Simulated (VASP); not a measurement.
```
ScTe
1.0
    0.00000     3.22650     3.22650
    3.22650     0.00000     3.22650
    3.22650     3.22650     0.00000
Sc Te
1 1
Direct
  0.00000   0.00000   0.00000
  0.25000   0.25000   0.25000
```

Calculation: PBEsol GGA, VASP's PBE PAW potentials (set 64) (plane waves; VASP). Numerical set-up: 400 eV cut-off, Gaussian smearing of 0.050 eV, potentials Sc_sv Te.

Q: Give the energies of bands 6 to 11 at the high-symmetry points, in eV from the Fermi level.

A: 
```
band      Γ      X      U      L      W
----  -----  -----  -----  -----  -----
6     -3.32  -4.92  -4.57  -4.93  -4.23
7     -3.32  -3.25  -3.92  -3.22  -4.22
8     -3.32  -3.25  -3.22  -3.22  -3.37
9      0.55  -0.65  -0.43   0.56  -0.51
10     0.55   0.45   0.56   0.69   0.39
11     0.85   1.00   0.66   0.69   0.89
```

It has no gap at this level: it comes out as a metal or semimetal.

The structure was generated: ScTe was put into the zinc blende type (F-43m), which need not be its known phase. It was relaxed first, which changed the volume by -25 %. The electron count is odd and the run is not spin-polarised, which forces a metal.
